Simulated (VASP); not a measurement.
# LaTiH3 (Pm-3m) in VASP: relaxation of cell and atoms with PBE

Aim: the relaxation of cell and atoms of LaTiH3 with PBE.

Everything below comes from runs of VASP 6.6.1. Logs are shortened: lines on timing, memory, paths and dates and some standing lists are left out, and cuts for length are marked.

## 1. The cell of the first run

It takes space group Pm-3m (No. 221, cubic). The conventional cell has a = 3.954 Å, b = 3.954 Å, c = 3.954 Å, α = 90.00°, β = 90.00°, γ = 90.00°. La (site symmetry m-3m) is surrounded by 12 H at 2.80 Å. Ti (site symmetry m-3m) is surrounded by 6 H at 1.98 Å. Around H (site symmetry 4/mmm) lie 2 Ti at 1.98 Å.

The cell was built by a generator and needn't be a form met in nature.

## 2. Relaxation of cell and atoms, PBE (species swapped into the LuBPd3 type (Pm-3m, No. 221))

Input file INCAR:

```
SYSTEM = LaTiH3
  ALGO = Fast
  EDIFF = 1E-6
  EDIFFG = -0.01
  ENCUT = 600
  GGA = PE
  IBRION = 2
  ISIF = 3
  ISMEAR = 0
  LASPH = .TRUE.
  LCHARG = .FALSE.
  LREAL = .FALSE.
  LWAVE = .FALSE.
  NELM = 60
  NSW = 100
  PREC = Accurate
  SIGMA = 0.1
```

Input file KPOINTS:

```
k-points
0
G
  10 10 10
  0 0 0
```

Input file POSCAR:

```
LaTiH3
1.0
    3.9544008000      0.0000000000      0.0000000000
    0.0000000000      3.9544008000      0.0000000000
    0.0000000000      0.0000000000      3.9544008000
La Ti H
1 1 3
Direct
    0.0000000000      0.0000000000      0.0000000000
    0.5000000000      0.5000000000      0.5000000000
    0.0000000000      0.5000000000      0.5000000000
    0.5000000000      0.0000000000      0.5000000000
    0.5000000000      0.5000000000      0.0000000000
```

Potentials or basis: VASP PAW PBE potentials, release 64 (La, Ti_sv, H).

Launch:

```console
> cat potpaw_PBE.64/La/POTCAR potpaw_PBE.64/Ti_sv/POTCAR potpaw_PBE.64/H/POTCAR > POTCAR
> mpirun -np 1 vasp_std > vasp.out
```

OUTCAR:

```text
SYSTEM = LaTiH3
   EDIFF = 1E-6
   EDIFFG = -0.01
   ENCUT = 600
   GGA = PE
   IBRION = 2
   ISIF = 3
   ISMEAR = 0
   LASPH = .TRUE.
   LREAL = .FALSE.
   NELM = 60
   NSW = 100
   PREC = Accurate

 ion  position               nearest neighbor table
   1  0.000  0.000  0.000-
   2  0.500  0.500  0.500-
   3  0.000  0.500  0.500-
   4  0.500  0.000  0.500-
   5  0.500  0.500  0.000-

  LATTYP: Found a simple cubic cell.
 ALAT       =     3.9544008000

  Lattice vectors:

 A1 = (   3.9544008000,   0.0000000000,   0.0000000000)
 A2 = (   0.0000000000,   3.9544008000,   0.0000000000)
 A3 = (   0.0000000000,   0.0000000000,   3.9544008000)

Analysis of symmetry for initial positions (statically):
=====================================================================
 Subroutine PRICEL returns:
 Original cell was already a primitive cell.

 Routine SETGRP: Setting up the symmetry group for a
 simple cubic supercell.

 Subroutine GETGRP returns: Found 48 space group operations
 (whereof 48 operations were pure point group operations)
 out of a pool of 48 trial point group operations.

The static configuration has the point symmetry O_h .

Analysis of symmetry for dynamics (positions and initial velocities):
=====================================================================
 Subroutine PRICEL returns:
 Original cell was already a primitive cell.

 Routine SETGRP: Setting up the symmetry group for a
 simple cubic supercell.

 Subroutine GETGRP returns: Found 48 space group operations
 (whereof 48 operations were pure point group operations)
 out of a pool of 48 trial point group operations.

The dynamic configuration has the point symmetry O_h .

 Subroutine INISYM returns: Found 48 space group operations
 (whereof 48 operations are pure point group operations),
 and found     1 'primitive' translations

----------------------------------------------------------------------------------------

                                     Primitive cell

  volume of cell :      61.8361

  direct lattice vectors                    reciprocal lattice vectors
     3.954400800  0.000000000  0.000000000     0.252882813  0.000000000  0.000000000
     0.000000000  3.954400800  0.000000000     0.000000000  0.252882813  0.000000000
     0.000000000  0.000000000  3.954400800     0.000000000  0.000000000  0.252882813

  length of vectors
     3.954400800  3.954400800  3.954400800     0.252882813  0.252882813  0.252882813

  position of ions in fractional coordinates (direct lattice)
     0.000000000  0.000000000  0.000000000
     0.500000000  0.500000000  0.500000000
     0.000000000  0.500000000  0.500000000
     0.500000000  0.000000000  0.500000000
     0.500000000  0.500000000  0.000000000

  ion indices of the primitive-cell ions
   primitive index   ion index
                 1           1
                 2           2
                 3           3
                 4           4
                 5           5

----------------------------------------------------------------------------------------

 KPOINTS: k-points

Automatic generation of k-mesh.
 Grid dimensions read from file:
 generate k-points for:   10   10   10

 Generating k-lattice:

  Cartesian coordinates                     Fractional coordinates (reciprocal lattice)
     0.025288281  0.000000000  0.000000000     0.100000000  0.000000000  0.000000000
     0.000000000  0.025288281  0.000000000     0.000000000  0.100000000  0.000000000
     0.000000000  0.000000000  0.025288281     0.000000000  0.000000000  0.100000000

  Length of vectors
     0.025288281  0.025288281  0.025288281

  Shift w.r.t. Gamma in fractional coordinates (k-lattice)
     0.000000000  0.000000000  0.000000000

 Subroutine IBZKPT returns following result:
 ===========================================

 Found     56 irreducible k-points:

 Following reciprocal coordinates:
            Coordinates               Weight
  0.000000  0.000000  0.000000      1.000000
  0.100000  0.000000  0.000000      6.000000
  0.200000  0.000000  0.000000      6.000000
  0.300000  0.000000  0.000000      6.000000
  0.400000  0.000000  0.000000      6.000000
  0.500000  0.000000  0.000000      3.000000
[... 16 lines left out ...]
  0.200000  0.100000  0.100000     24.000000
  0.300000  0.100000  0.100000     24.000000
 [... further k-points ...]
   k-points           NKPTS =     56   k-points in BZ     NKDIM =     56   number of bands    NBANDS=     17
   number of dos      NEDOS =    301   number of ions     NIONS =      5
   total plane-waves  NPLWV =  32768
   dimension x,y,z NGX =    32 NGY =   32 NGZ =   32
   dimension x,y,z NGXF=    64 NGYF=   64 NGZF=   64
   ions per type =               1   1   3
   NGX,Y,Z   is equivalent  to a cutoff of  13.45, 13.45, 13.45 a.u.
   NGXF,Y,Z  is equivalent  to a cutoff of  26.91, 26.91, 26.91 a.u.
 SYSTEM =  LaTiH3
   PREC   = accura    normal or accurate (medium, high low for compatibility)
   ISTART =      0    job   : 0-new  1-cont  2-samecut
   ICHARG =      2    charge: 1-file 2-atom 10-const
   ISPIN  =      1    spin polarized calculation?
   LNONCOLLINEAR =      F non collinear calculations
   LSORBIT =      F    spin-orbit coupling
   LASPH  =      T    aspherical Exc in radial PAW
   ENCUT  =  600.0 eV  44.10 Ry    6.64 a.u.   7.90  7.90  7.90*2*pi/ulx,y,z
   NELM   =     60;   NELMIN=  2; NELMDL= -5     # of ELM steps
   EDIFF  = 0.1E-05   stopping-criterion for ELM
   LREAL  =      F    real-space projection
   EDIFFG = -.1E-01   stopping-criterion for IOM
   NSW    =    100    number of steps for IOM
   IBRION =      2    ionic relax: 0-MD 1-quasi-New 2-CG
   NFREE  =      1    steps in history (QN), initial steepest desc. (CG)
   ISIF   =      3    stress and relaxation
   ISYM   =      2    0-nonsym 1-usesym 2-fastsym
   POTIM  = 0.5000    time-step for ionic-motion
   TEBEG  =    0.0;   TEEND  =   0.0 temperature during run
   PSTRESS=    0.0 pullay stress
   NELECT =      26.0000    total number of electrons
   NUPDOWN=      -1.0000    fix difference up-down
   EMIN   =  10.00;   EMAX   =-10.00  energy-range for DOS
   EFERMI =   0.00;   METHOD = LEGACY
   ISMEAR =     0;   SIGMA  =   0.10  broadening in eV -4-tet -1-fermi 0-gaus
   EFERMI_NEDOS =   21; number of points for ismear=-14 and -15
   IALGO  =     68    algorithm
   IMIX   =      4    mixing-type and parameters
     AMIX     =   0.40;   BMIX     =  1.00
     AMIX_MAG =   1.60;   BMIX_MAG =  1.00
  volume/ion in A,a.u.               =      12.37        83.46
  Fermi-wavevector in a.u.,A,eV,Ry     =   1.226456  2.317666 20.465802  1.504194
  Thomas-Fermi vector in A             =   2.361456
   LORBIT       =      0    0 simple, 1 ext, 2 COOP (PROOUT), +10 PAW based schemes
   GGA     = PE    functional components
   LHFCALC =     F    Hartree Fock is set to
   AEXX    =    0.0000 exact exchange contribution
   IVDW    =     0    specifies the selected vdW correction
   LEPSILON=     F    determine dielectric tensor
   LRPA    =     F    only Hartree local field effects (RPA)
 conjugate gradient relaxation of ions
 non-spin polarized calculation
 RMM-DIIS sequential band-by-band and
 Gauss-broadening in eV      SIGMA  =   0.10
  energy-cutoff  :      600.00
  volume of cell :       61.84
 maximum number of plane-waves:      2103
 NGX is ok and might be reduce to    32
   NGX = 15   NGY = 15   NGZ = 15

--------------------------------------- Ionic step        1  -------------------------------------------

 number of electron      25.9999994 magnetization

 Free energy of the ion-electron system (eV)
  ---------------------------------------------------
  ext. energy  EPLUGINS =         0.00000000
  ---------------------------------------------------
  free energy    TOTEN  =       -24.35408863 eV

  energy without entropy =      -24.31990992  energy(sigma->0) =      -24.33699928

------------------------ aborting loop EDIFF was not reached (unconverged)  ----------------------------

  FORCE on cell =-STRESS in cart. coord.  units (eV):
  Direction    XX          YY          ZZ          XY          YZ          ZX
  --------------------------------------------------------------------------------------
  -------------------------------------------------------------------------------------
  Total       -1.2439143     -1.2439143     -1.2439143      0.0000000      0.0000000     -0.0000000
  in kB      -32.2299016    -32.2299016    -32.2299016      0.0000000      0.0000000     -0.0000000
  external PRESSURE =     -32.2299016 kB  Pullay stress =       0.0000000 kB

 VOLUME and BASIS-vectors are now :
 -----------------------------------------------------------------------------
  energy-cutoff  :      600.00
  volume of cell :       61.84
      direct lattice vectors                 reciprocal lattice vectors
     3.954400800  0.000000000  0.000000000     0.252882813  0.000000000  0.000000000
     0.000000000  3.954400800  0.000000000     0.000000000  0.252882813  0.000000000
     0.000000000  0.000000000  3.954400800     0.000000000  0.000000000  0.252882813
[... 15 lines left out ...]
  energy  without entropy=      -24.3199099175  energy(sigma->0) =      -24.33699928

--------------------------------------- Ionic step        2  -------------------------------------------

 number of electron      26.0000004 magnetization

------------------------ aborting loop EDIFF was not reached (unconverged)  ----------------------------

  FORCE on cell =-STRESS in cart. coord.  units (eV):
  Direction    XX          YY          ZZ          XY          YZ          ZX
  --------------------------------------------------------------------------------------
  -------------------------------------------------------------------------------------
  Total       -0.2146408     -0.2146408     -0.2146408      0.0000000      0.0000000      0.0000000
  in kB       -5.7665030     -5.7665030     -5.7665030      0.0000000      0.0000000      0.0000000
  external PRESSURE =      -5.7665030 kB  Pullay stress =       0.0000000 kB

 VOLUME and BASIS-vectors are now :
 -----------------------------------------------------------------------------
  energy-cutoff  :      600.00
  volume of cell :       59.64
      direct lattice vectors                 reciprocal lattice vectors
     3.906940298  0.000000000 -0.000000000     0.255954769 -0.000000000  0.000000000
     0.000000000  3.906940298  0.000000000    -0.000000000  0.255954769 -0.000000000
     0.000000000  0.000000000  3.906940298     0.000000000 -0.000000000  0.255954769
[... 15 lines left out ...]
  energy  without entropy=      -24.3463137497  energy(sigma->0) =      -24.36350273

--------------------------------------- Ionic step        3  -------------------------------------------

 number of electron      26.0000006 magnetization

 Free energy of the ion-electron system (eV)
  ---------------------------------------------------
  ext. energy  EPLUGINS =         0.00000000
  ---------------------------------------------------
  free energy    TOTEN  =       -24.38312289 eV

  energy without entropy =      -24.34870020  energy(sigma->0) =      -24.36591155

 E-fermi :   8.0432     XC(G=0): -10.5433

 val. band max:        8.0365653640   @ k =   0.5000   0.5000   0.3000
 cond. band min:       8.0516275737   @ k =   0.5000   0.1000   0.1000
 fundamental gap:      0.0150622097
 Fermi energy:         8.0432496221

 k-point     1 :       0.0000    0.0000    0.0000
  band No.  band energies     occupation
      1     -48.6025      2.00000
      2     -24.9130      2.00000
      3     -24.9130      2.00000
      4     -24.9130      2.00000
      5     -24.6396      2.00000
      6      -8.1469      2.00000
[... 9 lines left out ...]
     16       9.9694      0.00000
     17       9.9971      0.00000
[... 443 lines left out ...]
      1     -48.6013      2.00000
      2     -24.9708      2.00000
      3     -24.9161      2.00000
      4     -24.9145      2.00000
      5     -24.5604      2.00000
      6      -8.6125      2.00000
[... 9 lines left out ...]
     16       9.3702      0.00000
     17       9.7130      0.00000

 [... further k-points ...]

------------------------ aborting loop because EDIFF is reached ----------------------------------------

  FORCE on cell =-STRESS in cart. coord.  units (eV):
  Direction    XX          YY          ZZ          XY          YZ          ZX
  --------------------------------------------------------------------------------------
  -------------------------------------------------------------------------------------
  Total        0.0023379      0.0023379      0.0023379      0.0000000      0.0000000      0.0000000
  in kB        0.0632584      0.0632584      0.0632584      0.0000000      0.0000000      0.0000000
  external PRESSURE =       0.0632584 kB  Pullay stress =       0.0000000 kB

 VOLUME and BASIS-vectors are now :
 -----------------------------------------------------------------------------
  energy-cutoff  :      600.00
  volume of cell :       59.21
      direct lattice vectors                 reciprocal lattice vectors
     3.897662284  0.000000000 -0.000000000     0.256564045 -0.000000000  0.000000000
     0.000000000  3.897662284  0.000000000    -0.000000000  0.256564045 -0.000000000
     0.000000000  0.000000000  3.897662284     0.000000000 -0.000000000  0.256564045
[... 11 lines left out ...]
  FREE ENERGIE OF THE ION-ELECTRON SYSTEM (eV)
  ---------------------------------------------------
  free  energy   TOTEN  =       -24.3831228936 eV

  energy  without entropy=      -24.3487002023  energy(sigma->0) =      -24.36591155

 reached required accuracy - stopping structural energy minimisation
```

Run time: 5.6 min. Hardware: 1 thread of AMD EPYC 9R45 (Zen 5), shared host; peak memory 0.24 GiB.

Results:

- Free energy: -24.3831 eV
- Relaxed volume: 11.84 Å³/atom
- Relaxed cell: a = 3.898 Å, b = 3.898 Å, c = 3.898 Å, α = 90.00°, β = 90.00°, γ = 90.00°
- Space group after relaxing (to 0.05 Å): Pm-3m (No. 221)
- Energy gained by relaxing: 5.8 meV/atom
- Ionic steps: 3
- Pressure after relaxing: 0.0 GPa
- Band gap on the k mesh: none (metal or under the smearing width)

Step by step:
```csv
step,energy change (eV),largest force (eV/Å),pressure (GPa),volume (Å³)
1,0.0000,0.0000,-3.22,61.84
2,-0.0266,0.0000,-0.58,59.64
3,-0.0290,0.0000,0.01,59.21
```

Final structure:
```cif
data_structure
_symmetry_space_group_name_H-M 'P 1'
_symmetry_Int_Tables_number 1
_cell_length_a 3.8977
_cell_length_b 3.8977
_cell_length_c 3.8977
_cell_angle_alpha 90.000
_cell_angle_beta 90.000
_cell_angle_gamma 90.000
_cell_volume 59.21
loop_
_atom_site_label
_atom_site_type_symbol
_atom_site_fract_x
_atom_site_fract_y
_atom_site_fract_z
_atom_site_occupancy
La1 La 0.00000 0.00000 0.00000 1
Ti1 Ti 0.50000 0.50000 0.50000 1
H1 H 0.00000 0.50000 0.50000 1
H2 H 0.50000 0.00000 0.50000 1
H3 H 0.50000 0.50000 0.00000 1
```

The run has no spin-orbit coupling, so splittings on La are missing.
